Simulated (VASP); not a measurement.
These are PBE GGA, VASP's PBE PAW potentials (set 64) (plane waves; VASP) values and carry that method's errors.

The input files of a VASP run:

POSCAR:
```
Si3N4
5.6527060
  0.0000000000   0.7071068264   0.7071068264
  0.7071068264   0.0000000000   0.7071068264
  0.7071068264   0.7071068264   0.0000000000
Si N
6 8
Cart
  0.1767767066   0.1767767066   0.1767767066
  0.1767767066   0.5303301198   0.5303301198
  0.5303301198   0.1767767066   0.5303301198
  0.5303301198   0.5303301198   0.1767767066
  1.0606602395   1.0606602395   1.0606602395
  0.7071068264   0.7071068264   0.7071068264
  0.5127938705   0.5127938705   0.5127938705
  0.5127938705   0.9014197822   0.9014197822
  0.9014197822   0.5127938705   0.9014197822
  0.9014197822   0.9014197822   0.5127938705
  1.2549731954   1.2549731954   1.2549731954
  1.2549731954   0.8663472837   0.8663472837
  0.8663472837   1.2549731954   0.8663472837
  0.8663472837   0.8663472837   1.2549731954
```

KPOINTS:
```
Automatic mesh
0
Gamma
7 7 7
0 0 0
```

### INCAR
```
SYSTEM = Si3N4
PREC = Accurate; ENCUT = 400; LREAL = Auto
LASPH = T
EDIFF = 1E-6; NELM = 100; ALGO = Normal
ISMEAR = -1; SIGMA = 0.136
GGA = PE
ISIF = 2
LWAVE = F; LCHARG = F
```

POTCAR, in this order: Si N (PBE.64 set). Program: vasp_std.

Output

OUTCAR:
```
 ion  position               nearest neighbor table
   1  0.125  0.125  0.125-   8 1.90   9 1.90  10 1.90  12 1.90  13 1.90  14 1.90   2 2.83   3 2.83
                             4 2.83   4 2.83   3 2.83   2 2.83
   2  0.625  0.125  0.125-   7 1.90   9 1.90  10 1.90  11 1.90  13 1.90  14 1.90   1 2.83   4 2.83
                             3 2.83   1 2.83   3 2.83   4 2.83
   3  0.125  0.625  0.125-   7 1.90   8 1.90  10 1.90  11 1.90  12 1.90  14 1.90   1 2.83   4 2.83
                             1 2.83   2 2.83   4 2.83   2 2.83
   4  0.125  0.125  0.625-   7 1.90   8 1.90   9 1.90  11 1.90  12 1.90  13 1.90   1 2.83   1 2.83
                             2 2.83   3 2.83   3 2.83   2 2.83
   5  0.750  0.750  0.750-  12 1.90  13 1.90  14 1.90  11 1.90
   6  0.500  0.500  0.500-   8 1.90   9 1.90  10 1.90   7 1.90
   7  0.363  0.363  0.363-   6 1.90   3 1.90   4 1.90   2 1.90
   8  0.912  0.363  0.363-   6 1.90   3 1.90   4 1.90   1 1.90
   9  0.363  0.912  0.363-   6 1.90   2 1.90   4 1.90   1 1.90
  10  0.363  0.363  0.912-   6 1.90   2 1.90   3 1.90   1 1.90
  11  0.887  0.887  0.887-   5 1.90   3 1.90   4 1.90   2 1.90
  12  0.338  0.887  0.887-   5 1.90   3 1.90   4 1.90   1 1.90
  13  0.887  0.338  0.887-   5 1.90   2 1.90   4 1.90   1 1.90
  14  0.887  0.887  0.338-   5 1.90   2 1.90   3 1.90   1 1.90
  LATTYP: Found a face centered cubic cell.
 ALAT       =     7.9941340000
 Subroutine PRICEL returns:
 Original cell was already a primitive cell.
 Subroutine GETGRP returns: Found 48 space group operations
The static configuration has the point symmetry T_d .
...
```

### OSZICAR
```
       N       E                     dE             d eps       ncg     rms          rms(c)
DAV:   1     0.232728365488E+03    0.23273E+03   -0.27610E+04  1600   0.121E+03
DAV:   2    -0.107225008073E+03   -0.33995E+03   -0.32597E+03  2064   0.259E+02
DAV:   3    -0.123720904030E+03   -0.16496E+02   -0.16367E+02  1928   0.637E+01
DAV:   4    -0.123974324803E+03   -0.25342E+00   -0.25247E+00  1944   0.829E+00
DAV:   5    -0.123980321637E+03   -0.59968E-02   -0.59932E-02  1864   0.116E+00    0.242E+01
DAV:   6    -0.111301986269E+03    0.12678E+02   -0.51112E+01  1832   0.291E+01    0.109E+01
DAV:   7    -0.111355597630E+03   -0.53611E-01   -0.20061E+00  2088   0.653E+00    0.561E+00
DAV:   8    -0.111341714196E+03    0.13883E-01   -0.80391E-02  1880   0.156E+00    0.184E+00
DAV:   9    -0.111344336863E+03   -0.26227E-02   -0.15383E-02  1920   0.767E-01    0.313E-01
DAV:  10    -0.111345260466E+03   -0.92360E-03   -0.20801E-03  1888   0.226E-01    0.101E-01
DAV:  11    -0.111345305846E+03   -0.45380E-04   -0.74964E-04  1912   0.123E-01    0.293E-02
DAV:  12    -0.111345299040E+03    0.68054E-05   -0.40923E-05  1912   0.329E-02    0.859E-03
DAV:  13    -0.111345300067E+03   -0.10269E-05   -0.73461E-06  1920   0.119E-02    0.484E-03
DAV:  14    -0.111345300054E+03    0.13077E-07   -0.58294E-07  1272   0.404E-03
   1 F= -.11134530E+03 E0= -.11134530E+03  d E =-.610175E-05
```

### OUTCAR
```
------------------------ aborting loop because EDIFF is reached ----------------------------------------
  FORCE on cell =-STRESS in cart. coord.  units (eV):
  Direction    XX          YY          ZZ          XY          YZ          ZX
  --------------------------------------------------------------------------------------
  Total      -16.0206063    -16.0206063    -16.0206063      0.0000000      0.0000000      0.0000000
  in kB     -200.9718591   -200.9718591   -200.9718591      0.0000000      0.0000000      0.0000000
  external PRESSURE =    -200.9718591 kB  Pullay stress =       0.0000000 kB
  volume of cell :      127.72
      direct lattice vectors                 reciprocal lattice vectors
     0.000000000  3.997067000  3.997067000    -0.125091724  0.125091724  0.125091724
     3.997067000  0.000000000  3.997067000     0.125091724 -0.125091724  0.125091724
     3.997067000  3.997067000  0.000000000     0.125091724  0.125091724 -0.125091724
 POSITION                                       TOTAL-FORCE (eV/Angst)
 -----------------------------------------------------------------------------------
      0.99927      0.99927      0.99927        -0.000000     -0.000000     -0.000000
      0.99927      2.99780      2.99780        -0.000000     -0.000000     -0.000000
      2.99780      0.99927      2.99780        -0.000000     -0.000000     -0.000000
      2.99780      2.99780      0.99927        -0.000000     -0.000000     -0.000000
      5.99560      5.99560      5.99560        -0.000000     -0.000000     -0.000000
      3.99707      3.99707      3.99707        -0.000000     -0.000000     -0.000000
      2.89867      2.89867      2.89867         1.254430      1.254430      1.254430
      2.89867      5.09546      5.09546         1.254430     -1.254430     -1.254430
      5.09546      2.89867      5.09546        -1.254430      1.254430     -1.254430
      5.09546      5.09546      2.89867        -1.254430     -1.254430      1.254430
      7.09399      7.09399      7.09399        -1.254430     -1.254430     -1.254430
      7.09399      4.89721      4.89721        -1.254430      1.254430      1.254430
      4.89721      7.09399      4.89721         1.254430     -1.254430      1.254430
      4.89721      4.89721      7.09399         1.254430      1.254430     -1.254430
 -----------------------------------------------------------------------------------
    total drift:                                0.000000      0.000000      0.000000
  FREE ENERGIE OF THE ION-ELECTRON SYSTEM (eV)
  ---------------------------------------------------
  free  energy   TOTEN  =      -111.3453000541 eV

  energy  without entropy=     -111.3452939523  energy(sigma->0) =     -111.34529700
```
(Selected blocks of OUTCAR.)

### OUTCAR
```
 val. band max:        8.0730609473   @ k =  -0.1429   0.1429   0.0000

 cond. band min:      11.2384378899   @ k =   0.0000   0.0000   0.0000


 Fermi energy:         9.8514625381

 k-point     1 :       0.0000    0.0000    0.0000
  band No.  band energies     occupation
      1     -10.0985      2.00000
      2      -7.2010      2.00000
      3      -6.0704      2.00000
      4      -6.0704      2.00000
      5      -6.0704      2.00000
      6      -5.2844      2.00000
      7      -5.2844      2.00000
      8      -5.2844      2.00000
      9      -1.7099      2.00000
     10      -0.6890      2.00000
     11      -0.2821      2.00000
     12      -0.2821      2.00000
     13      -0.2821      2.00000
     14       1.3543      2.00000
     15       1.3543      2.00000
     16       4.2535      2.00000
     17       4.2535      2.00000
     18       4.2535      2.00000
     19       5.8881      2.00000
     20       5.8881      2.00000
     21       5.8881      2.00000
     22       6.5195      2.00000
     23       6.5195      2.00000
     24       6.5195      2.00000
     25       7.1546      2.00000
     26       7.1546      2.00000
     27       7.9589      2.00000
     28       7.9589      2.00000
     29       7.9589      2.00000
     30       8.0133      2.00000
     31       8.0133      2.00000
     32       8.0133      2.00000
     33      11.2384      0.00007
     34      11.2384      0.00007
     35      11.2384      0.00007
     36      11.6183      0.00000
     37      12.4277      0.00000
     38      14.0527      0.00000
     39      15.3097      0.00000
     40      15.3097      0.00000

 k-point     2 :       0.1429    0.0000    0.0000
  band No.  band energies     occupation
      1     -10.0029      2.00000
      2      -7.3134      2.00000
      3      -6.3046      2.00000
      4      -6.0556      2.00000
      5      -6.0556      2.00000
      6      -5.3410      2.00000
      7      -5.3410      2.00000
      8      -5.2950      2.00000
...
```

At this cut-off the stress carries a Pulay error, which pulls relaxed volumes low.

The structure was generated: Si3N4 was put into an ordered model structure, which need not be its known phase. The cell was not relaxed at this level.
